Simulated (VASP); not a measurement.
Input:

```
Yb
1.0
    0.00000     2.75347     2.75347
    2.75347     0.00000     2.75347
    2.75347     2.75347     0.00000
Yb
1
Direct
  0.00000   0.00000   0.00000
```

Level of theory: PW91 GGA, VASP's PBE PAW potentials (set 64) (plane waves; VASP). Settings: 520 eV cut-off, 8×8×8 Γ-centred mesh, Gaussian smearing of 0.050 eV, potentials Yb_2.

The 4f electrons are frozen in the core of the lanthanide potential, so 4f levels, which can set the real gap, and their magnetism are missing.

Task: Predict the energy per atom (σ→0), band gap (on the k-mesh) with the smallest direct gap where there is one.

Result: 
```
Property                                                    Result
------------------------  ----------------------------------------
band gap (on the k-mesh)  none (metal, semimetal or under 0.01 eV)
energy per atom (σ→0)                               -1.488 eV/atom
```

Total energies compare only between runs with the same potentials, cut-off and functional.

The compound is Yb in the fcc structure. This cell is one point of a volume scan, at 1.06 of the reference volume.
